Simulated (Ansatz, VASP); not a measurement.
**AlN: VASP beside Ansatz**

Wanted: the spread between two codes on one cell, functional and k mesh. The cell is taken from a series of runs on this material, whose earlier steps may have relaxed, scaled, displaced or heated it; both programs get it as it stands.

Main program and level: Ansatz 0.2.0; plane waves, with VASP 6.6.1 beside it; zone-centre phonons at LDA.

### 1. The starting structure

Symmetry: P6_3mc, No. 186, hexagonal system. The conventional cell has a = 3.181 Å, b = 3.181 Å, c = 4.843 Å, α = 90.00°, β = 90.00°, γ = 120.00°. Nearest to N lie 4 Al at 1.90 to 1.91 Å. Nearest to Al lie 4 N at 1.90 to 1.91 Å. Farther neighbours and most contacts between anions are not listed.

### 2. VASP: zone-centre phonons, LDA, pair 1

Second derivatives magnify differences that forces hide, and they need a tight electronic threshold.

Lines of VASP's logs that name or quote its potential files are left out, and so is its time.

Input file INCAR:

```
SYSTEM = AlN
PREC = Accurate
ENCUT = 600
EDIFF = 1E-08
NELM = 120
ISMEAR = 0
SIGMA = 0.01
LREAL = .FALSE.
ALGO = Normal
GGA = CA
NBANDS = 14
LORBIT = 11
LWAVE = .FALSE.
LCHARG = .FALSE.
ISIF = 2
IBRION = 8
LEPSILON = .TRUE.
LASPH = .TRUE.
GGA_COMPAT = .FALSE.
EFERMI = MIDGAP
KPAR = 2
```

Input file POSCAR:

```
AlN
1.0
    3.1812811414      0.0000000000      0.0000000000
   -1.5906405707      2.7550702850      0.0000000000
    0.0000000000      0.0000000000      4.8432200349
N Al
2 2
Direct
    0.3333333333      0.6666666667      0.3857557063
    0.6666666667      0.3333333333      0.8857557063
    0.3333333333      0.6666666667      0.9942442937
    0.6666666667      0.3333333333      0.4942442937
```

Input file KPOINTS:

```
Automatic mesh
0
Gamma
9 9 6
0 0 0
```

Potentials, in the order of the species: N and Al (LDA family, release 64).

On the command line:

```sh
mpirun -np 2 vasp_std
```

Numbers of over 12 decimals in the logs are rounded to 6 here.

Output:

```text
[banner, memory and clock lines left out]
running    2 mpi-ranks, on    1 nodes
 distrk:  each k-point on    1 cores,    2 groups
 distr:  one band on    1 cores,    1 groups

 POSCAR found type information on POSCAR N Al
 POSCAR found :  2 types and       4 ions
 LDA part: xc-table for (Slater(with rela. corr.)+CA(PZ))
 , standard interpolation
 POSCAR, INCAR and KPOINTS ok, starting setup
 FFT: planning ... GRIDC
 FFT: planning ... GRID_SOFT
 FFT: planning ... GRID
 WAVECAR not read
 entering main loop
       N       E                     dE             d eps       ncg     rms          rms(c)
DAV:   1     0.476599789128E+02    0.47660E+02   -0.80279E+03  1344   0.114E+03
DAV:   2    -0.337199213769E+02   -0.81380E+02   -0.74659E+02  1892   0.204E+02
DAV:   3    -0.376897538961E+02   -0.39698E+01   -0.39535E+01  1794   0.466E+01
DAV:   4    -0.377153489272E+02   -0.25595E-01   -0.25592E-01  1524   0.451E+00
DAV:   5    -0.377156275847E+02   -0.27866E-03   -0.27864E-03  1788   0.459E-01    0.121E+01
DAV:   6    -0.328475648198E+02    0.48681E+01   -0.14192E+01  1584   0.272E+01    0.431E+00
DAV:   7    -0.328095424563E+02    0.38022E-01   -0.70977E-01  1578   0.542E+00    0.275E+00
DAV:   8    -0.327541757686E+02    0.55367E-01   -0.97867E-02  1596   0.276E+00    0.417E-01
DAV:   9    -0.327487606236E+02    0.54151E-02   -0.14858E-02  1752   0.863E-01    0.226E-01
DAV:  10    -0.327489642519E+02   -0.20363E-03   -0.99288E-04  1470   0.229E-01    0.122E-01
DAV:  11    -0.327488996638E+02    0.64588E-04   -0.12814E-04  1752   0.923E-02    0.222E-02
DAV:  12    -0.327488991904E+02    0.47349E-06   -0.32902E-06  1644   0.138E-02    0.715E-03
DAV:  13    -0.327488989344E+02    0.25594E-06   -0.97774E-07  1752   0.769E-03    0.110E-03
DAV:  14    -0.327488989344E+02    0.71623E-11   -0.31864E-08  1542   0.143E-03
   1 F= -.32748899E+02 E0= -.32748899E+02  d E =0.000000E+00
 Linear response reoptimize wavefunctions to high precision
DAV:   1    -0.327488989349E+02   -0.47169E-09   -0.56878E-09  1788   0.601E-04
DAV:   2    -0.327488989349E+02    0.54570E-11   -0.77668E-11   906   0.753E-05
 Linear response G [H, r] |phi>, progress :
  Direction:   1
       N       E                     dE             d eps       ncg     rms
RMM:   1    -0.624930220065E+02   -0.62493E+02    0.83593E+01  3272   0.701E+01
RMM:   2    -0.542666693095E+02    0.82264E+01   -0.34768E+00  2264   0.141E+01
RMM:   3    -0.542896115824E+02   -0.22942E-01   -0.23948E-02  2437   0.132E+00
RMM:   4    -0.542903216484E+02   -0.71007E-03   -0.52013E-05  2602   0.174E-01
RMM:   5    -0.542903665886E+02   -0.44940E-04    0.61466E-05  2617   0.266E-02
RMM:   6    -0.542903735629E+02   -0.69743E-05    0.75983E-06  2686   0.460E-03
RMM:   7    -0.542903743952E+02   -0.83228E-06    0.37221E-07  2676   0.106E-03
RMM:   8    -0.542903745348E+02   -0.13961E-06    0.29251E-06  2296   0.480E-04
RMM:   9    -0.542903745399E+02   -0.50722E-08   -0.13043E-06  1874   0.397E-04
RMM:  10    -0.542903745463E+02   -0.64694E-08   -0.20422E-05  1825   0.392E-04
RMM:  11    -0.542903745624E+02   -0.16024E-07   -0.45866E-05  1778   0.405E-04
RMM:  12    -0.542903745651E+02   -0.27157E-08    0.53461E-08  1769   0.394E-04
 Linear response G [H, r] |phi>, progress :
  Direction:   2
       N       E                     dE             d eps       ncg     rms
RMM:   1    -0.665997887851E+02   -0.66600E+02    0.13581E+01  3120   0.692E+01
RMM:   2    -0.620737934893E+02    0.45260E+01   -0.29393E+00  2276   0.129E+01
RMM:   3    -0.620974433891E+02   -0.23650E-01   -0.21283E-02  2414   0.123E+00
RMM:   4    -0.620981116850E+02   -0.66830E-03   -0.13776E-04  2574   0.167E-01
RMM:   5    -0.620981515823E+02   -0.39897E-04    0.20490E-05  2597   0.254E-02
RMM:   6    -0.620981554002E+02   -0.38178E-05   -0.27057E-06  2696   0.452E-03
RMM:   7    -0.620981556943E+02   -0.29417E-06   -0.51891E-06  2663   0.110E-03
RMM:   8    -0.620981556320E+02    0.62365E-07   -0.53806E-06  2235   0.554E-04
RMM:   9    -0.620981555766E+02    0.55355E-07   -0.67364E-06  1906   0.478E-04
RMM:  10    -0.620981555477E+02    0.28971E-07   -0.56065E-06  1829   0.477E-04
RMM:  11    -0.620981555880E+02   -0.40339E-07    0.34245E-06  1803   0.485E-04
RMM:  12    -0.620981555563E+02    0.31740E-07   -0.13387E-05  1786   0.485E-04
 Linear response G [H, r] |phi>, progress :
  Direction:   3
       N       E                     dE             d eps       ncg     rms
RMM:   1    -0.691967671458E+02   -0.69197E+02    0.16792E+01  3110   0.697E+01
RMM:   2    -0.582111467528E+02    0.10986E+02   -0.34628E+00  2222   0.137E+01
RMM:   3    -0.582312759986E+02   -0.20129E-01   -0.31589E-02  2402   0.131E+00
RMM:   4    -0.582316606226E+02   -0.38462E-03   -0.54747E-04  2552   0.174E-01
RMM:   5    -0.582316686099E+02   -0.79873E-05   -0.96730E-06  2532   0.264E-02
RMM:   6    -0.582316696063E+02   -0.99644E-06   -0.12643E-06  2618   0.470E-03
RMM:   7    -0.582316696536E+02   -0.47285E-07   -0.11718E-06  2555   0.114E-03
[...]
RMM:   1    -0.440943763590E+00   -0.44094E+00   -0.16512E+00  2756   0.298E+00
RMM:   2    -0.451718357902E+00   -0.10775E-01   -0.45002E-03  2279   0.353E-01
RMM:   3    -0.451789127231E+00   -0.70769E-04   -0.60325E-05  2356   0.356E-02
RMM:   4    -0.451790413692E+00   -0.12865E-05   -0.17631E-06  2452   0.476E-03
[...]
RMM:   2    -0.451718360576E+00   -0.10775E-01   -0.45002E-03  2279   0.353E-01    0.982E-01
RMM:   3    -0.441702271332E+00    0.10016E-01   -0.61121E-03  2205   0.496E-01    0.581E-01
RMM:   4    -0.457299632644E+00   -0.15597E-01   -0.95908E-03  2263   0.636E-01    0.636E-02
RMM:   5    -0.458881778559E+00   -0.15821E-02   -0.16243E-04  2401   0.948E-02    0.160E-02
RMM:   6    -0.459244726472E+00   -0.36295E-03   -0.54975E-06  2512   0.160E-02    0.553E-03
RMM:   7    -0.459357700381E+00   -0.11297E-03   -0.63459E-07  2457   0.533E-03    0.727E-04
RMM:   8    -0.459373297295E+00   -0.15597E-04   -0.25732E-08  2561   0.955E-04    0.236E-04
RMM:   9    -0.459374858385E+00   -0.15611E-05   -0.96512E-09  2467   0.241E-04    0.283E-05
RMM:  10    -0.459374442609E+00    0.41578E-06   -0.21499E-08  1459   0.601E-05    0.995E-06
 change of polarisation eV/A/(eV/A) component  3 :    -0.068    -0.052     0.861
 dielectric tensor                  component  3 :    -0.288    -0.220     4.671
 Linear response DOF=           4
 Linear response progress:
  Degree of freedom:   1/  4
       N       E                     dE             d eps       ncg     rms          rms(c)
RMM:   1    -0.233170822762E+00   -0.23317E+00    0.20239E-01 13435   0.326E+00
RMM:   2    -0.232687625110E+00    0.48320E-03   -0.35122E-03 11079   0.420E-01    0.177E-01
RMM:   3    -0.233402892941E+00   -0.71527E-03   -0.95675E-04 10480   0.197E-01    0.870E-02
RMM:   4    -0.235097058730E+00   -0.16942E-02   -0.93535E-04 10958   0.179E-01    0.203E-02
RMM:   5    -0.235039021945E+00    0.58037E-04   -0.26071E-05 12417   0.336E-02    0.239E-03
RMM:   6    -0.235073944756E+00   -0.34923E-04   -0.39363E-07 12675   0.424E-03    0.106E-03
RMM:   7    -0.235075529146E+00   -0.15844E-05    0.56801E-08 12927   0.875E-04    0.880E-05
RMM:   8    -0.235075159899E+00    0.36925E-06    0.26845E-07 13152   0.114E-04    0.377E-05
RMM:   9    -0.235075114571E+00    0.45328E-07    0.21797E-08 13174   0.458E-05    0.370E-06
RMM:  10    -0.235075154719E+00   -0.40148E-07    0.21057E-08 13331   0.228E-05    0.165E-06
RMM:  11    -0.235075161468E+00   -0.67493E-08    0.95954E-09 11226   0.181E-05    0.362E-07
 first order change of Fermi-energy  -0.38752E-04
 force on displaced ion       1 direction 1 : -14.585  -0.000  -0.000
 Born effective charge ion    1 direction 1 :  -2.521   0.000   0.000
 Linear response progress:
  Degree of freedom:   2/  4
       N       E                     dE             d eps       ncg     rms          rms(c)
RMM:   1    -0.248658713964E+00   -0.24866E+00    0.20467E-01  3331   0.324E+00
RMM:   2    -0.247096470949E+00    0.15622E-02   -0.33437E-03  2802   0.416E-01    0.179E-01
RMM:   3    -0.247350461229E+00   -0.25399E-03   -0.18435E-03  2821   0.231E-01    0.827E-02
RMM:   4    -0.248564740183E+00   -0.12143E-02   -0.92712E-04  2978   0.151E-01    0.222E-02
RMM:   5    -0.248695464886E+00   -0.13072E-03   -0.26834E-05  3080   0.256E-02    0.822E-03
RMM:   6    -0.248780206926E+00   -0.84742E-04   -0.77624E-06  3183   0.746E-03    0.195E-03
RMM:   7    -0.248779669120E+00    0.53781E-06    0.15691E-07  3227   0.211E-03    0.430E-04
RMM:   8    -0.248776855415E+00    0.28137E-05   -0.14839E-07  3209   0.450E-04    0.242E-04
RMM:   9    -0.248777068519E+00   -0.21310E-06   -0.48199E-08  3316   0.147E-04    0.162E-05
RMM:  10    -0.248776978351E+00    0.90167E-07   -0.11560E-08  3274   0.479E-05    0.888E-06
RMM:  11    -0.248777000776E+00   -0.22424E-07   -0.31447E-08  3360   0.251E-05    0.167E-06
RMM:  12    -0.248776994178E+00    0.65975E-08    0.67162E-10  2897   0.187E-05    0.568E-07
 first order change of Fermi-energy   0.88803E+00
 force on displaced ion       1 direction 3 :  -0.000  -0.000 -18.919
 Born effective charge ion    1 direction 3 :   0.000   0.000  -2.725
 Linear response progress:
  Degree of freedom:   3/  4
       N       E                     dE             d eps       ncg     rms          rms(c)
RMM:   1    -0.659450383707E-02   -0.65945E-02    0.29478E-03 16434   0.787E-01
RMM:   2    -0.589478967709E-02    0.69971E-03   -0.38713E-04 11340   0.145E-01    0.863E-02
RMM:   3    -0.578012166647E-02    0.11467E-03   -0.54271E-05 11967   0.560E-02    0.466E-02
RMM:   4    -0.578239088136E-02   -0.22692E-05   -0.44072E-05 11683   0.522E-02    0.789E-03
RMM:   5    -0.577827445988E-02    0.41164E-05   -0.20325E-07 12368   0.844E-03    0.897E-04
RMM:   6    -0.577780527477E-02    0.46919E-06    0.12656E-07 12616   0.924E-04    0.401E-04
RMM:   7    -0.577660898194E-02    0.11963E-05    0.70207E-08 12806   0.491E-04    0.292E-05
RMM:   8    -0.577663841421E-02   -0.29432E-07   -0.10010E-07 13068   0.655E-05    0.166E-05
RMM:   9    -0.577662164600E-02    0.16768E-07    0.89638E-09 13100   0.191E-05    0.173E-06
RMM:  10    -0.577661938185E-02    0.22642E-08   -0.33097E-09 12463   0.590E-06    0.679E-07
 first order change of Fermi-energy  -0.39696E-05
 force on displaced ion       3 direction 1 : -14.438  -0.000  -0.000
 Born effective charge ion    3 direction 1 :   2.521   0.000   0.000
 Linear response progress:
  Degree of freedom:   4/  4
       N       E                     dE             d eps       ncg     rms          rms(c)
RMM:   1    -0.175944584163E-01   -0.17594E-01    0.41652E-03  4878   0.123E+00
RMM:   2    -0.111386244855E-01    0.64558E-02   -0.20717E-03  2808   0.334E-01    0.115E-01
RMM:   3    -0.107689378468E-01    0.36969E-03   -0.45430E-04  2890   0.146E-01    0.501E-02
RMM:   4    -0.107222900537E-01    0.46648E-04   -0.17486E-04  3092   0.354E-02    0.273E-02
RMM:   5    -0.106889553308E-01    0.33335E-04   -0.10514E-04  3112   0.320E-02    0.551E-03
RMM:   6    -0.106773854350E-01    0.11570E-04   -0.24612E-05  3160   0.846E-03    0.138E-03
RMM:   7    -0.106747129414E-01    0.26725E-05   -0.25061E-06  3177   0.166E-03    0.517E-04
RMM:   8    -0.106747361779E-01   -0.23237E-07   -0.19347E-07  3225   0.650E-04    0.103E-04
RMM:   9    -0.106748770185E-01   -0.14084E-06   -0.79679E-07  3272   0.142E-04    0.228E-05
RMM:  10    -0.106748361876E-01    0.40831E-07   -0.30728E-07  3302   0.347E-05    0.102E-05
RMM:  11    -0.106748271762E-01    0.90114E-08   -0.16161E-07  3332   0.130E-05    0.120E-06
RMM:  12    -0.106748174025E-01    0.97737E-08   -0.27234E-08  2915   0.550E-06    0.603E-07
 first order change of Fermi-energy  -0.88817E+00
 force on displaced ion       3 direction 3 :  -0.000   0.000 -19.459
 Born effective charge ion    3 direction 3 :   0.000   0.000   2.725
 Born effective charges drift removed
 Linear response finished
```

(Part 1 of 3 ends here.)

[Lines on the potential files, build, host, timing and source positions are cut from VASP's logs without a mark.]

[Logs are printed without paths, hosts, clocks, repeated set-up lines and the standing remarks that a program may print on its own settings, such as how far it seeks lower states.]

[Hosts, paths, dates, database ids (printed as entryN), source tags and the programs' standing remarks are cut or masked in the printed files.]
